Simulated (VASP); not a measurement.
Input:

```
CELL_PARAMETERS angstrom
      3.79387     0.00000     0.00000
      0.00000     3.79387     0.00000
      0.00000     0.00000     3.79387
ATOMIC_POSITIONS crystal
  Cu 0.00000 0.50000 0.50000
  Cu 0.50000 0.00000 0.50000
  Cu 0.50000 0.50000 0.00000
  Au 0.00000 0.00000 0.00000
```

Method: PBE GGA, VASP's PBE PAW potentials (set 64) (plane waves; VASP). Numerical set-up: 300 eV cut-off, 9×9×9 Γ-centred mesh, Gaussian smearing of 0.050 eV, potentials Cu Au.

At this cut-off the stress carries a Pulay error, which pulls relaxed volumes low. Unless said otherwise, spin-orbit coupling is left out, though it shifts the bands of the heavy elements here.

**Question.** Estimate the energy per atom (σ→0), pressure, band gap (on the k-mesh) with the smallest direct gap where there is one.

**Answer.** 
```yaml
band gap (on the k-mesh): none (metal, semimetal or under 0.01 eV)
energy per atom (σ→0): -3.653 eV/atom
pressure: -3.08 GPa
```

The structure is a typed Cu3Au crystal (Pm-3m). The cell was not relaxed at this level.
